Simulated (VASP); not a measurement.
The input files of a VASP run:

### KPOINTS
```
kpoints
0
gamma
  14 14 8
0 0 0
```

**POSCAR**
```
Tc
1.0
  1.3588973053  -2.3536795591  -0.0470735912
  1.3588973053   2.3536795591   0.0470735912
  0.0000000000   0.0870727070   4.3536353485
Tc
2
Direct
  0.3333330000   0.6666670000   0.2500000000
  0.6666670000   0.3333330000   0.7500000000
```

### INCAR
```
LASPH = .TRUE.
EDIFFG = -0.01   ! ionic stop
EDIFF = 1E-7   ! SCF stop (eV)
ISIF = 2
GGA = PS
LCHARG = .FALSE.
SIGMA = 0.1   ! width (eV)
ENCUT = 480
LMAXMIX = 4
ISMEAR = 1   ! Methfessel-Paxton
ALGO = Normal   ! blocked Davidson
SYSTEM = Tc
NSW = 30   ! most ionic steps
LWAVE = .FALSE.
NELM = 100
PREC = Accurate
IBRION = 2
LREAL = .FALSE.
```

POTCAR, in this order: Tc_pv (PBE.64 set). Program: vasp_std.

### Question
Write an equivalent input for Quantum ESPRESSO's pw.x.

### Answer
One equivalent input (not run):
```
&CONTROL
  calculation = 'relax'
  pseudo_dir = './pseudo'
  outdir = './out'
  tprnfor = .true.
  tstress = .true.
  nstep = 30
  forc_conv_thr = 0.00039
/
&SYSTEM
  ibrav = 0
  nat = 2
  ntyp = 1
  ecutwfc = 84
  occupations = 'smearing'
  smearing = 'methfessel-paxton'
  degauss = 0.00735
  input_dft = 'pbesol'
/
&ELECTRONS
  conv_thr = 7.3e-09
  electron_maxstep = 100
/
&IONS
/
ATOMIC_SPECIES
  Tc 97.907 Tc.upf
CELL_PARAMETERS angstrom
     1.3588973   -2.3536796   -0.0470736
     1.3588973    2.3536796    0.0470736
     0.0000000    0.0870727    4.3536353
ATOMIC_POSITIONS crystal
  Tc   0.3333330  0.6666670  0.2500000
  Tc   0.6666670  0.3333330  0.7500000
K_POINTS automatic
  14 14 8 0 0 0
```
Limits of the translation: the potentials are each code's own (VASP's PAW set, PseudoDojo norm-conserving files in pw.x), so ENCUT and ecutwfc are chosen apart and not converted; conv_thr bounds pw.x's estimated SCF error, while EDIFF bounds the energy change between steps; forc_conv_thr acts on force components and is met together with etot_conv_thr.

The compound is Tc in the hcp structure. This cell was strained or had an atom moved on purpose. Symmetry was kept, so distortions that lower it aren't found.
